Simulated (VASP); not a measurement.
A convergence study with VASP on Ru (hcp): one setting is varied, all else stays as given below, so the limit is that of these other settings. ε∞ is the independent-particle value.

```xyz
2
Lattice="1.3550 -2.3469 0.0000 1.3550 2.3469 0.0000 0.0000 0.0000 4.2800" Properties=species:S:1:pos:R:3 pbc="T T T"
Ru     1.3550     0.7823     1.0700
Ru     1.3550    -0.7823     3.2100
```

Computed with LDA (Ceperley-Alder, Perdew-Zunger), VASP's LDA PAW potentials (set 64) (plane waves; VASP). The tightest run used: 550 eV cut-off, 13×13×8 Γ-centred mesh, first-order Methfessel-Paxton smearing of 0.10 eV, potentials Ru_pv.

Task: The settings run are NBANDS = 15; NBANDS = 16; NBANDS = 18; NBANDS = 22; NBANDS = 30; NBANDS = 46; NBANDS = 78; NBANDS = 142. From which on does the energy per atom stay within 0.01 eV/atom of the tightest run?

Result: From NBANDS = 16 on: it is off by 0.0000 there and by no more than 0.01 in any finer run, while NBANDS = 15 is off by 0.0977.
```json
[
 {"setting": "NBANDS = 15", "E (eV/atom)": "-10.5775", "bands": "15", "difference judged (eV/atom)": "0.0977"},
 {"setting": "NBANDS = 16", "E (eV/atom)": "-10.6753", "bands": "16", "difference judged (eV/atom)": "0.0000"},
 {"setting": "NBANDS = 18", "E (eV/atom)": "-10.6753", "bands": "18", "difference judged (eV/atom)": "0.0000"},
 {"setting": "NBANDS = 22", "E (eV/atom)": "-10.6753", "bands": "22", "difference judged (eV/atom)": "0.0000"},
 {"setting": "NBANDS = 30", "E (eV/atom)": "-10.6753", "bands": "30", "difference judged (eV/atom)": "0.0000"},
 {"setting": "NBANDS = 46", "E (eV/atom)": "-10.6753", "bands": "46", "difference judged (eV/atom)": "0.0000"},
 {"setting": "NBANDS = 78", "E (eV/atom)": "-10.6753", "bands": "78", "difference judged (eV/atom)": "0.0000"},
 {"setting": "NBANDS = 142", "E (eV/atom)": "-10.6753", "bands": "142", "difference judged (eV/atom)": "0.0000"}
]
```

VASP warned of too few bands at NBANDS = 15; NBANDS = 16.

Left out are rungs that failed or repeat a setting and relaxations that didn't move; long series are thinned to 24 rows.

The compound is Ru in the hcp structure. The cell was not relaxed at this level. VASP warned that the highest band is occupied, so more bands are needed.
